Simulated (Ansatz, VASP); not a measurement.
**Cross-check of PbS2 between VASP and Ansatz**

Aim: how closely do two programs agree when they are given the same cell, functional and k mesh? The cell is generated by rule, not measured, and may not be a known phase. The cell is taken from a series of runs on this material, whose earlier steps may have relaxed, scaled, displaced or heated it; both programs get it as it stands.

Method: plane waves, with VASP 6.6.1 beside it; PBEsol, in Ansatz 0.2.0.

The structure was built from a prototype and need not be the compound's stable phase.

## Step 1: Set-up

The structure is cubic, space group Fm-3m (No. 225). The conventional cell has a = 6.648 Å, b = 6.648 Å, c = 6.648 Å, α = 90.00°, β = 90.00°, γ = 90.00°. Nearest to Pb lie 8 S at 2.88 Å. Nearest to S lie 4 Pb at 2.88 Å. Farther neighbours and most contacts between anions are not listed.

Coordinates:

```cif
data_structure
_symmetry_space_group_name_H-M 'P 1'
_symmetry_Int_Tables_number 1
_cell_length_a 4.7006
_cell_length_b 4.7006
_cell_length_c 4.7006
_cell_angle_alpha 60.000
_cell_angle_beta 60.000
_cell_angle_gamma 60.000
_cell_volume 73.44
loop_
_atom_site_label
_atom_site_type_symbol
_atom_site_fract_x
_atom_site_fract_y
_atom_site_fract_z
_atom_site_occupancy
Pb1 Pb 0.00000 0.00000 0.00000 1
S2 S 0.25000 0.25000 0.25000 1
S3 S 0.75000 0.75000 0.75000 1
```

## Step 2: VASP: zone-centre phonons, PBEsol

Second derivatives magnify differences that forces hide, and they need a tight electronic threshold.

Lines of VASP's logs that name or quote its potential files are left out, and so is its time.

INCAR

```
SYSTEM = PbS2
PREC = Accurate
ENCUT = 500
EDIFF = 1E-08
NELM = 120
ISMEAR = 1
SIGMA = 0.15
LREAL = .FALSE.
ALGO = Normal
GGA = PS
NBANDS = 19
LORBIT = 11
LWAVE = .FALSE.
LCHARG = .FALSE.
ISIF = 2
IBRION = 8
LASPH = .TRUE.
GGA_COMPAT = .FALSE.
KPAR = 2
```

POSCAR

```
PbS2
1.0
    0.0000000000      3.3238060899      3.3238060899
    3.3238060899      0.0000000000      3.3238060899
    3.3238060899      3.3238060899      0.0000000000
Pb S
1 2
Direct
    0.0000000000      0.0000000000      0.0000000000
    0.2500000000      0.2500000000      0.2500000000
    0.7500000000      0.7500000000      0.7500000000
```

KPOINTS

```
Automatic mesh
0
Gamma
12 12 12
0 0 0
```

The projector-augmented-wave data sets are Pb_d and S (PBE family, release 64).

The run is started by

```console
> mpirun -np 2 vasp_std
```

Numbers of over 12 decimals in the logs are rounded to 6 here.

Output:

```text
[banner, memory and clock lines left out]
running    2 mpi-ranks, on    1 nodes
 distrk:  each k-point on    1 cores,    2 groups
 distr:  one band on    1 cores,    1 groups

 POSCAR found type information on POSCAR PbS
 POSCAR found :  2 types and       3 ions
|                                                                             |
|               ----> ADVICE to this user running VASP <----                  |
|                                                                             |
|     You enforced a specific xc type in the INCAR file but a different       |
|     [... a line on the potential file left out ...]
|     I HOPE YOU KNOW WHAT YOU ARE DOING!                                     |
|                                                                             |

 LDA part: xc-table for (Slater+PW92), standard interpolation
 POSCAR, INCAR and KPOINTS ok, starting setup
 FFT: planning ... GRIDC
 FFT: planning ... GRID_SOFT
 FFT: planning ... GRID
 WAVECAR not read
 entering main loop
       N       E                     dE             d eps       ncg     rms          rms(c)
DAV:   1     0.219855291027E+03    0.21986E+03   -0.11951E+04  2736   0.133E+03
DAV:   2     0.834179926434E+01   -0.21151E+03   -0.20438E+03  2925   0.340E+02
DAV:   3    -0.115065027160E+02   -0.19848E+02   -0.19464E+02  3550   0.110E+02
DAV:   4    -0.121688169935E+02   -0.66231E+00   -0.65465E+00  3369   0.208E+01
DAV:   5    -0.121944644910E+02   -0.25647E-01   -0.25589E-01  3738   0.426E+00    0.598E+00
DAV:   6    -0.119583204717E+02    0.23614E+00   -0.67706E-01  4222   0.885E+00    0.382E+00
DAV:   7    -0.119550949429E+02    0.32255E-02   -0.81313E-02  3189   0.177E+00    0.162E+00
DAV:   8    -0.119552623113E+02   -0.16737E-03   -0.79643E-03  3434   0.111E+00    0.969E-02
DAV:   9    -0.119554443218E+02   -0.18201E-03   -0.59139E-04  3580   0.285E-01    0.642E-02
DAV:  10    -0.119555763324E+02   -0.13201E-03   -0.16616E-04  3050   0.959E-02    0.222E-02
DAV:  11    -0.119555904458E+02   -0.14113E-04   -0.38446E-05  3145   0.771E-02    0.122E-02
DAV:  12    -0.119555936619E+02   -0.32161E-05   -0.63478E-06  3045   0.161E-02    0.431E-03
DAV:  13    -0.119555939882E+02   -0.32625E-06   -0.46754E-07  3577   0.513E-03    0.737E-04
DAV:  14    -0.119555939730E+02    0.15167E-07   -0.52741E-08  2609   0.141E-03    0.254E-04
DAV:  15    -0.119555939732E+02   -0.14825E-09   -0.74307E-09  2313   0.646E-04
   1 F= -.11955594E+02 E0= -.11955417E+02  d E =-.530064E-03
 Linear response reoptimize wavefunctions to high precision
DAV:   1    -0.119555939779E+02   -0.46998E-08   -0.77187E-10  2041   0.297E-04
DAV:   2    -0.119555939779E+02   -0.45929E-10   -0.17025E-10  1818   0.136E-04
 Linear response DOF=           2
 Linear response progress:
  Degree of freedom:   1/  2
       N       E                     dE             d eps       ncg     rms          rms(c)
RMM:   1    -0.333620355608E+00   -0.33362E+00   -0.16244E-01  8756   0.516E+00
RMM:   2    -0.335564895023E+00   -0.19445E-02   -0.10252E-02  9460   0.876E-01    0.688E-02
RMM:   3    -0.335311802806E+00    0.25309E-03   -0.10615E-03 11173   0.252E-01    0.374E-02
RMM:   4    -0.334844412805E+00    0.46739E-03   -0.11284E-04 10795   0.880E-02    0.543E-03
RMM:   5    -0.334810698346E+00    0.33714E-04   -0.16013E-05 11299   0.299E-02    0.273E-03
RMM:   6    -0.334843392958E+00   -0.32695E-04   -0.33040E-06 10887   0.128E-02    0.591E-04
RMM:   7    -0.334845153985E+00   -0.17610E-05   -0.96063E-07 11433   0.583E-03    0.431E-04
RMM:   8    -0.334852211856E+00   -0.70579E-05   -0.31070E-07 11192   0.269E-03    0.674E-05
RMM:   9    -0.334851689585E+00    0.52227E-06   -0.16295E-07 11717   0.137E-03    0.312E-05
RMM:  10    -0.334851736644E+00   -0.47059E-07   -0.75658E-08 11702   0.759E-04    0.173E-05
RMM:  11    -0.334851390254E+00    0.34639E-06   -0.30625E-08 11779   0.473E-04    0.493E-06
RMM:  12    -0.334851415498E+00   -0.25244E-07   -0.48039E-08 11940   0.357E-04    0.191E-06
RMM:  13    -0.334851432331E+00   -0.16833E-07   -0.42765E-08 12271   0.302E-04    0.741E-07
RMM:  14    -0.334851435462E+00   -0.31315E-08   -0.44617E-08 11271   0.276E-04    0.310E-07
 first order change of Fermi-energy   0.16723E-02
 force on displaced ion       1 direction 1 :  -2.476   0.000   0.000
 Linear response progress:
  Degree of freedom:   2/  2
       N       E                     dE             d eps       ncg     rms          rms(c)
RMM:   1    -0.113240368260E+00   -0.11324E+00   -0.34772E-02 23758   0.174E+00
RMM:   2    -0.107212290337E+00    0.60281E-02   -0.35248E-03 17476   0.530E-01    0.107E-01
RMM:   3    -0.107653994489E+00   -0.44170E-03   -0.76000E-04 19549   0.220E-01    0.300E-02
RMM:   4    -0.107887753270E+00   -0.23376E-03   -0.10470E-04 18631   0.788E-02    0.106E-02
RMM:   5    -0.107935781136E+00   -0.48028E-04   -0.17834E-05 20300   0.318E-02    0.808E-03
RMM:   6    -0.107934243674E+00    0.15375E-05   -0.19243E-06 20085   0.123E-02    0.596E-03
RMM:   7    -0.107927906270E+00    0.63374E-05   -0.80377E-07 19503   0.543E-03    0.119E-03
RMM:   8    -0.107931460389E+00   -0.35541E-05   -0.20266E-07 20206   0.168E-03    0.933E-04
RMM:   9    -0.107933643254E+00   -0.21829E-05   -0.12779E-07 18729   0.947E-04    0.857E-05
RMM:  10    -0.107933420699E+00    0.22256E-06   -0.13469E-07 21015   0.478E-04    0.501E-05
RMM:  11    -0.107932885452E+00    0.53525E-06   -0.15070E-07 19152   0.322E-04    0.304E-05
RMM:  12    -0.107933153117E+00   -0.26766E-06   -0.20818E-07 20988   0.228E-04    0.179E-05
RMM:  13    -0.107933167995E+00   -0.14878E-07   -0.94425E-09 21116   0.182E-04    0.426E-06
RMM:  14    -0.107933149452E+00    0.18543E-07   -0.12394E-07 21157   0.163E-04    0.124E-06
RMM:  15    -0.107933154534E+00   -0.50820E-08   -0.90292E-08 20221   0.154E-04    0.506E-07
 first order change of Fermi-energy  -0.24219E-04
 force on displaced ion       2 direction 1 :  -1.341   0.000   0.000
 Linear response finished
```

From OUTCAR (step 2):

```text
ion  position               nearest neighbor table
   1  0.000  0.000  0.000-   3 2.88   3 2.88   3 2.88   2 2.88   3 2.88   2 2.88   2 2.88   2 2.88

  LATTYP: Found a face centered cubic cell.
 ALAT       =     6.6476121798

 Subroutine GETGRP returns: Found 48 space group operations
 (whereof 48 operations were pure point group operations)

The static configuration has the point symmetry O_h .

 Found     72 irreducible k-points:

   k-points           NKPTS =     72   k-points in BZ     NKDIM =     72   number of bands    NBANDS=     19

   dimension x,y,z NGX =    36 NGY =   36 NGZ =   36
   dimension x,y,z NGXF=    72 NGYF=   72 NGZF=   72

   ENCUT  =  500.0 eV  36.75 Ry    6.06 a.u.   8.57  8.57  8.57*2*pi/ulx,y,z

   NELECT =      26.0000    total number of electrons

 k-points in reciprocal lattice and weights: Automatic mesh
   0.00000000  0.00000000  0.00000000       0.001
   0.08333333  0.00000000  0.00000000       0.005
   0.16666667  0.00000000  0.00000000       0.005
   0.25000000  0.00000000  0.00000000       0.005
   0.33333333  0.00000000  0.00000000       0.005
   0.41666667  0.00000000  0.00000000       0.005
   0.50000000  0.00000000  0.00000000       0.002
   0.08333333  0.08333333  0.00000000       0.003
   0.16666667  0.08333333  0.00000000       0.014
[...]
-0.33333333  0.50000000  0.16666667       0.007
  -0.25000000  0.50000000  0.25000000       0.003

 average (electrostatic) potential at core
       1 -91.8913       2 -86.6651       3 -86.6651

  Total       -0.0037882     -0.0037882     -0.0037882     -0.0000000     -0.0000000     -0.0000000
  in kB       -0.0826441     -0.0826441     -0.0826441     -0.0000000     -0.0000000     -0.0000000
  external PRESSURE =      -0.0826441 kB  Pullay stress =       0.0000000 kB

  energy-cutoff  :      500.00
  volume of cell :       73.44
      direct lattice vectors                 reciprocal lattice vectors
     0.000000000  3.323806090  3.323806090    -0.150429955  0.150429955  0.150429955
     3.323806090  0.000000000  3.323806090     0.150429955 -0.150429955  0.150429955
     3.323806090  3.323806090  0.000000000     0.150429955  0.150429955 -0.150429955

 POSITION                                       TOTAL-FORCE (eV/Angst)
 -----------------------------------------------------------------------------------
      0.00000      0.00000      0.00000        -0.000000      0.000000      0.000000
      1.66190      1.66190      1.66190         0.000000     -0.000000      0.000000
      4.98571      4.98571      4.98571        -0.000000      0.000000     -0.000000
 -----------------------------------------------------------------------------------
    total drift:                               -0.000000      0.000000      0.000000

 Eigenvectors and eigenvalues of the dynamical matrix
 ----------------------------------------------------

   1 f  =    3.539146 THz    22.237108 2PiTHz  118.053192 cm-1    14.636724 meV
             X         Y         Z           dx          dy          dz
      0.000000  0.000000  0.000000     0.105070   -0.471297   -0.004629
      1.661903  1.661903  1.661903    -0.134729    0.604336    0.005936
      4.985709  4.985709  4.985709    -0.134729    0.604336    0.005936

   2 f  =    3.539146 THz    22.237108 2PiTHz  118.053192 cm-1    14.636724 meV
             X         Y         Z           dx          dy          dz
      0.000000  0.000000  0.000000    -0.062319   -0.018593    0.478490
      1.661903  1.661903  1.661903     0.079911    0.023841   -0.613559
      4.985709  4.985709  4.985709     0.079911    0.023841   -0.613559

   3 f  =    3.539146 THz    22.237108 2PiTHz  118.053192 cm-1    14.636724 meV
             X         Y         Z           dx          dy          dz
      0.000000  0.000000  0.000000    -0.467182   -0.103515   -0.064869
      1.661903  1.661903  1.661903     0.599059    0.132735    0.083180
      4.985709  4.985709  4.985709     0.599059    0.132735    0.083180

   4 f  =    3.292588 THz    20.687939 2PiTHz  109.828907 cm-1    13.617043 meV
             X         Y         Z           dx          dy          dz
      0.000000  0.000000  0.000000    -0.000000   -0.000000    0.000000
      1.661903  1.661903  1.661903     0.082333    0.036116    0.701368
      4.985709  4.985709  4.985709    -0.082333   -0.036116   -0.701368

   5 f  =    3.292588 THz    20.687939 2PiTHz  109.828907 cm-1    13.617043 meV
             X         Y         Z           dx          dy          dz
      0.000000  0.000000  0.000000    -0.000000    0.000000   -0.000000
      1.661903  1.661903  1.661903    -0.569986   -0.409116    0.087977
      4.985709  4.985709  4.985709     0.569986    0.409116   -0.087977

   6 f  =    3.292588 THz    20.687939 2PiTHz  109.828907 cm-1    13.617043 meV
             X         Y         Z           dx          dy          dz
      0.000000  0.000000  0.000000    -0.000000   -0.000000   -0.000000
      1.661903  1.661903  1.661903    -0.410289    0.575604    0.018524
      4.985709  4.985709  4.985709     0.410289   -0.575604   -0.018524

   7 f/i=    0.013267 THz     0.083358 2PiTHz    0.442534 cm-1     0.054867 meV
             X         Y         Z           dx          dy          dz
      0.000000  0.000000  0.000000    -0.282926   -0.828012    0.034143
      1.661903  1.661903  1.661903    -0.110322   -0.322867    0.013313
      4.985709  4.985709  4.985709    -0.110322   -0.322867    0.013313

   8 f/i=    0.013267 THz     0.083358 2PiTHz    0.442534 cm-1     0.054867 meV
             X         Y         Z           dx          dy          dz
      0.000000  0.000000  0.000000    -0.826951    0.284438    0.045445
      1.661903  1.661903  1.661903    -0.322453    0.110911    0.017720
      4.985709  4.985709  4.985709    -0.322453    0.110911    0.017720

   9 f/i=    0.013267 THz     0.083358 2PiTHz    0.442534 cm-1     0.054867 meV
             X         Y         Z           dx          dy          dz
      0.000000  0.000000  0.000000    -0.054061   -0.017560   -0.873835
      1.661903  1.661903  1.661903    -0.021080   -0.006847   -0.340734
      4.985709  4.985709  4.985709    -0.021080   -0.006847   -0.340734

 ELASTIC MODULI CONTR FROM IONIC RELAXATION (kBar)
 Direction    XX          YY          ZZ          XY          YZ          ZX
 --------------------------------------------------------------------------------
 XX          -0.0000      0.0000      0.0000     -0.0000      0.0000     -0.0000
 YY           0.0000     -0.0000      0.0000     -0.0000     -0.0000      0.0000
 ZZ           0.0000      0.0000     -0.0000      0.0000     -0.0000     -0.0000
 XY          -0.0000     -0.0000      0.0000   -218.0968      0.0000     -0.0000
 YZ           0.0000     -0.0000     -0.0000      0.0000   -218.0968      0.0000
 ZX          -0.0000      0.0000     -0.0000     -0.0000      0.0000   -218.0968
 --------------------------------------------------------------------------------
```

[end of part 1 of 2]

[Lines on the potential files, build, host, timing and source positions are cut from VASP's logs without a mark.]

[Logs are printed without paths, hosts, clocks, repeated set-up lines and the standing remarks that a program may print on its own settings, such as how far it seeks lower states.]

[Hosts, paths, dates, database ids (printed as entryN), source tags and the programs' standing remarks are cut or masked in the printed files.]
